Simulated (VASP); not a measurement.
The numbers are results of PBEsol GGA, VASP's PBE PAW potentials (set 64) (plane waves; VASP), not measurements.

Input for VASP

### KPOINTS
```
Regular mesh
0
G
4 4 4
```

### INCAR
```
# general
SYSTEM  = Ga4AsP3
PREC    = Accurate
ENCUT   = 400
LREAL   = .FALSE.
LASPH   = .TRUE.

# electronic loop
EDIFF   = 1E-6
NELM    = 100
ALGO    = Normal
LMAXMIX = 4

# smearing
ISMEAR  = 0   # Gaussian
SIGMA   = 0.05

# functional
GGA     = PS   # PBEsol

# ions
IBRION  = 2   # conjugate gradients
NSW     = 60
ISIF    = 3   # ions, shape and volume
EDIFFG  = -0.02   # ionic stop

# output
LWAVE   = .FALSE.
LCHARG  = .FALSE.
```

File POSCAR:
```
Ga4AsP3
1
    5.4844514502     0.0000000000     0.0000000000
   -0.0000000000     5.4844514502    -0.0000000000
    0.0000000000    -0.0000000000     5.4844514502
Ga P As
4 3 1
Direct
  0.9956751621   0.0043248379   0.0043248379
  0.5043248379   0.4956751621   0.0043248379
  0.5043248379   0.0043248379   0.4956751621
  0.9956751621   0.4956751621   0.4956751621
  0.2500000000   0.2500000000   0.2500000000
  0.7500000000   0.7500000000   0.2500000000
  0.7500000000   0.2500000000   0.7500000000
  0.2500000000   0.7500000000   0.7500000000
```

POTCAR, in this order: Ga_d P As (PBE.64 set). Program: vasp_std.

The resulting files:

**OUTCAR**
```
 ion  position               nearest neighbor table
   1  0.996  0.004  0.004-   5 2.36   6 2.36   7 2.36   8 2.42
   2  0.504  0.496  0.004-   5 2.36   6 2.36   7 2.36   8 2.42
   3  0.504  0.004  0.496-   5 2.36   6 2.36   7 2.36   8 2.42
   4  0.996  0.496  0.496-   5 2.36   6 2.36   7 2.36   8 2.42
   5  0.250  0.250  0.250-   1 2.36   2 2.36   3 2.36   4 2.36
   6  0.750  0.750  0.250-   1 2.36   2 2.36   3 2.36   4 2.36
   7  0.750  0.250  0.750-   1 2.36   2 2.36   3 2.36   4 2.36
   8  0.250  0.750  0.750-   1 2.42   2 2.42   3 2.42   4 2.42
  LATTYP: Found a simple cubic cell.
 ALAT       =     5.4844514502
 Subroutine PRICEL returns:
 Original cell was already a primitive cell.
 Subroutine GETGRP returns: Found 24 space group operations
The static configuration has the point symmetry C_3v.
 The point group associated with its full space group is T_d .
The dynamic configuration has the point symmetry C_3v.
 Subroutine INISYM returns: Found 24 space group operations
 Subroutine IBZKPT returns following result:
 Found     10 irreducible k-points:

 Following reciprocal coordinates:
            Coordinates               Weight
  0.000000  0.000000  0.000000      1.000000
  0.250000  0.000000  0.000000      6.000000
...
```

**OSZICAR**
```
       N       E                     dE             d eps       ncg     rms          rms(c)
DAV:   1     0.553012624220E+03    0.55301E+03   -0.29251E+04   916   0.211E+03
DAV:   2     0.465846482119E+02   -0.50643E+03   -0.49253E+03   932   0.510E+02
DAV:   3    -0.350885173558E+02   -0.81673E+02   -0.79138E+02  1005   0.160E+02
DAV:   4    -0.397186743092E+02   -0.46302E+01   -0.46032E+01  1076   0.385E+01
DAV:   5    -0.398542357139E+02   -0.13556E+00   -0.13536E+00  1181   0.628E+00    0.792E+00
DAV:   6    -0.389381691101E+02    0.91607E+00   -0.18209E+00  1258   0.161E+01    0.466E+00
DAV:   7    -0.387970808567E+02    0.14109E+00   -0.80189E-01  1047   0.409E+00    0.167E+00
DAV:   8    -0.387914476032E+02    0.56333E-02   -0.16327E-01  1083   0.431E+00    0.312E-01
DAV:   9    -0.387905174851E+02    0.93012E-03   -0.21190E-02  1154   0.202E+00    0.967E-02
DAV:  10    -0.387907218268E+02   -0.20434E-03   -0.32623E-03  1008   0.410E-01    0.580E-02
DAV:  11    -0.387908820685E+02   -0.16024E-03   -0.68457E-04  1213   0.147E-01    0.293E-02
DAV:  12    -0.387908771303E+02    0.49381E-05   -0.87194E-05  1030   0.567E-02    0.187E-02
DAV:  13    -0.387908791780E+02   -0.20476E-05   -0.11987E-05   826   0.162E-02    0.900E-03
DAV:  14    -0.387908785151E+02    0.66281E-06   -0.38425E-06   822   0.219E-02
   1 F= -.38790879E+02 E0= -.38790879E+02  d E =-.387909E+02
       N       E                     dE             d eps       ncg     rms          rms(c)
DAV:   1    -0.387938222501E+02   -0.29431E-02   -0.61054E-02  1110   0.277E+00    0.333E-01
DAV:   2    -0.387916863184E+02    0.21359E-02   -0.96814E-03  1086   0.121E+00    0.151E-01
DAV:   3    -0.387910893133E+02    0.59701E-03   -0.12866E-03  1181   0.365E-01    0.322E-02
DAV:   4    -0.387910450002E+02    0.44313E-04   -0.36912E-04   963   0.175E-01    0.252E-02
DAV:   5    -0.387910455351E+02   -0.53492E-06   -0.36513E-05  1392   0.512E-02    0.254E-02
DAV:   6    -0.387910461334E+02   -0.59833E-06   -0.22932E-06   568   0.171E-02
   2 F= -.38791046E+02 E0= -.38791046E+02  d E =-.167618E-03
       N       E                     dE             d eps       ncg     rms          rms(c)
DAV:   1    -0.387923091017E+02   -0.12636E-02   -0.28496E-02  1080   0.188E+00    0.231E-01
DAV:   2    -0.387912882109E+02    0.10209E-02   -0.46705E-03  1086   0.853E-01    0.104E-01
DAV:   3    -0.387910070760E+02    0.28113E-03   -0.60910E-04  1215   0.250E-01    0.226E-02
DAV:   4    -0.387909864412E+02    0.20635E-04   -0.16870E-04   985   0.116E-01    0.178E-02
DAV:   5    -0.387909869365E+02   -0.49529E-06   -0.15446E-05  1306   0.325E-02    0.187E-02
DAV:   6    -0.387909873130E+02   -0.37653E-06   -0.21633E-06   529   0.207E-02
   3 F= -.38790987E+02 E0= -.38790987E+02  d E =-.108798E-03
       N       E                     dE             d eps       ncg     rms          rms(c)
DAV:   1    -0.387913858569E+02   -0.39892E-03   -0.72102E-03  1080   0.939E-01    0.118E-01
DAV:   2    -0.387911270664E+02    0.25879E-03   -0.11752E-03  1092   0.424E-01    0.527E-02
DAV:   3    -0.387910524127E+02    0.74654E-04   -0.15214E-04  1215   0.126E-01    0.116E-02
DAV:   4    -0.387910462549E+02    0.61578E-05   -0.43209E-05   982   0.591E-02    0.941E-03
DAV:   5    -0.387910462375E+02    0.17413E-07   -0.34220E-06   776   0.155E-02
   4 F= -.38791046E+02 E0= -.38791046E+02  d E =-.167722E-03
```

OUTCAR:
```
------------------------ aborting loop because EDIFF is reached ----------------------------------------
  FORCE on cell =-STRESS in cart. coord.  units (eV):
  Direction    XX          YY          ZZ          XY          YZ          ZX
  --------------------------------------------------------------------------------------
  Total       -0.0529429     -0.0529429     -0.0529429     -0.0000000     -0.0000000      0.0000000
  in kB       -0.5134042     -0.5134042     -0.5134042     -0.0000000     -0.0000000      0.0000000
  external PRESSURE =      -0.5134042 kB  Pullay stress =       0.0000000 kB
  volume of cell :      165.22
      direct lattice vectors                 reciprocal lattice vectors
     5.487228714  0.000000000 -0.000000000     0.182241356 -0.000000000 -0.000000000
     0.000000000  5.487228714  0.000000000    -0.000000000  0.182241356 -0.000000000
     0.000000000  0.000000000  5.487228714     0.000000000 -0.000000000  0.182241356
 POSITION                                       TOTAL-FORCE (eV/Angst)
 -----------------------------------------------------------------------------------
      5.46308      0.02415      0.02415        -0.005387      0.005387      0.005387
      2.76777      2.71946      0.02415         0.005387     -0.005387      0.005387
      2.76777      0.02415      2.71946         0.005387      0.005387     -0.005387
      5.46308      2.71946      2.71946        -0.005387     -0.005387     -0.005387
      1.37181      1.37181      1.37181        -0.000000     -0.000000     -0.000000
      4.11542      4.11542      1.37181        -0.000000     -0.000000     -0.000000
      4.11542      1.37181      4.11542        -0.000000     -0.000000     -0.000000
      1.37181      4.11542      4.11542        -0.000000     -0.000000     -0.000000
 -----------------------------------------------------------------------------------
    total drift:                               -0.000001     -0.000001      0.000000
  FREE ENERGIE OF THE ION-ELECTRON SYSTEM (eV)
  ---------------------------------------------------
  free  energy   TOTEN  =       -38.7910462375 eV

  energy  without entropy=      -38.7910462375  energy(sigma->0) =      -38.79104624

 reached required accuracy - stopping structural energy minimisation
```
(Selected blocks of OUTCAR.)

### CONTCAR
```
Ga4AsP3
   1.00000000000000
     5.4872287142066822    0.0000000000000000   -0.0000000000000000
     0.0000000000000000    5.4872287142066822    0.0000000000000000
     0.0000000000000000    0.0000000000000000    5.4872287142066822
  Ga              P               As
     4     3     1
Direct
     0.9955985873474541    0.0044014126525458    0.0044014126525458
     0.5044014126525459    0.4955985873474542    0.0044014126525458
     0.5044014126525459    0.0044014126525458    0.4955985873474542
     0.9955985873474541    0.4955985873474542    0.4955985873474542
     0.2500000000000000    0.2500000000000000    0.2500000000000000
     0.7500000000000000    0.7500000000000000    0.2500000000000000
     0.7500000000000000    0.2500000000000000    0.7500000000000000
     0.2500000000000000    0.7500000000000000    0.7500000000000000
```

### OUTCAR
```
 val. band max:        4.4572917783   @ k =   0.0000   0.0000   0.0000

 cond. band min:       5.6108876739   @ k =   0.0000   0.0000   0.0000


 Fermi energy:         4.7033781268

 k-point     1 :       0.0000    0.0000    0.0000
  band No.  band energies     occupation
      1     -10.3038      2.00000
      2     -10.2898      2.00000
      3     -10.2898      2.00000
      4     -10.1744      2.00000
      5     -10.1744      2.00000
      6     -10.1744      2.00000
      7     -10.1154      2.00000
      8     -10.1154      2.00000
      9     -10.1154      2.00000
     10     -10.1105      2.00000
     11     -10.1105      2.00000
     12     -10.1105      2.00000
     13     -10.1087      2.00000
     14     -10.1087      2.00000
     15     -10.1087      2.00000
     16     -10.0770      2.00000
     17     -10.0770      2.00000
     18     -10.0570      2.00000
     19     -10.0570      2.00000
     20     -10.0570      2.00000
     21      -8.1997      2.00000
     22      -5.4611      2.00000
     23      -5.1854      2.00000
     24      -5.1854      2.00000
     25      -2.4156      2.00000
     26      -2.4156      2.00000
     27      -2.4156      2.00000
     28       1.6461      2.00000
     29       1.6461      2.00000
     30       1.6461      2.00000
     31       1.7552      2.00000
     32       1.7552      2.00000
     33       1.7552      2.00000
     34       4.4573      2.00000
     35       4.4573      2.00000
     36       4.4573      2.00000
     37       5.6109      0.00000
     38       5.9502      0.00000
     39       6.0305      0.00000
     40       6.0305      0.00000
     41       6.1039      0.00000
     42       6.1039      0.00000
     43       6.1039      0.00000

 k-point     2 :       0.2500    0.0000    0.0000
  band No.  band energies     occupation
      1     -10.2931      2.00000
      2     -10.2820      2.00000
      3     -10.2779      2.00000
      4     -10.1976      2.00000
      5     -10.1658      2.00000
...
```

The structure was generated: Ga4AsP3 was put into an ordered model structure (P-43m), which need not be its known phase. This run relaxes it. Symmetry was kept, so distortions that lower it aren't found. The start is the result of an earlier pass.
